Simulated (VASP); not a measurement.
Computed with PBE GGA with D4 dispersion, VASP's PBE PAW potentials (set 64) (plane waves; VASP).

Input for VASP

INCAR:
```
SYSTEM = Tb
PREC = Accurate
ENCUT = 520
EDIFF = 1E-7
NELM = 100
ALGO = Normal
LREAL = .FALSE.
LASPH = .TRUE.
ISMEAR = 1
SIGMA = 0.1
GGA = PE
IVDW = 13
LMAXMIX = 6
LWAVE = .FALSE.
LCHARG = .FALSE.
ISIF = 4
IBRION = 2
NSW = 30
EDIFFG = -0.01
```

**KPOINTS**
```
Automatic mesh
0
Gamma
12 12 7
0 0 0
```

**POSCAR**
```
Tb
1
    1.8365762459    -3.1810429065     0.0000000000
    1.8365762459     3.1810429065     0.0000000000
    0.0000000000     0.0000000000     5.7233961564
Tb
2
Direct
  0.3333330000   0.6666670000   0.2500000000
  0.6666670000   0.3333330000   0.7500000000
```

POTCAR, in this order: Tb_3 (PBE.64 set). Program: vasp_std.

The 4f electrons are frozen in the core of the lanthanide potential, so 4f levels, which can set the real gap, and their magnetism are missing.

Question: Predict the energy per atom (σ→0), dispersion energy, band gap (on the k-mesh).

Answer: 
```yaml
energy per atom (σ→0): -4.763 eV/atom
dispersion_energy: -0.425 eV
band gap (on the k-mesh): none (metal, semimetal or under 0.01 eV)
```

File OSZICAR:
```
...
   2 F= -.95263311E+01 E0= -.95259093E+01  d E =-.132800E-03
       N       E                     dE             d eps       ncg     rms          rms(c)
DAV:   1    -0.910181410811E+01   -0.41221E-03   -0.19535E-02  1986   0.103E+00    0.893E-02
DAV:   2    -0.910156291885E+01    0.25119E-03   -0.32993E-04  2311   0.154E-01    0.553E-02
DAV:   3    -0.910145410773E+01    0.10881E-03   -0.13366E-04  2440   0.896E-02    0.314E-02
DAV:   4    -0.910145375368E+01    0.35405E-06   -0.22366E-05  2542   0.350E-02    0.141E-02
DAV:   5    -0.910145369617E+01    0.57504E-07   -0.53347E-07  2323   0.566E-03
   3 F= -.95263771E+01 E0= -.95260142E+01  d E =-.178794E-03
```

The compound is Tb in the hcp structure. This cell is one point of a volume scan, at 1.06 of the reference volume. Symmetry was kept, so distortions that lower it aren't found.
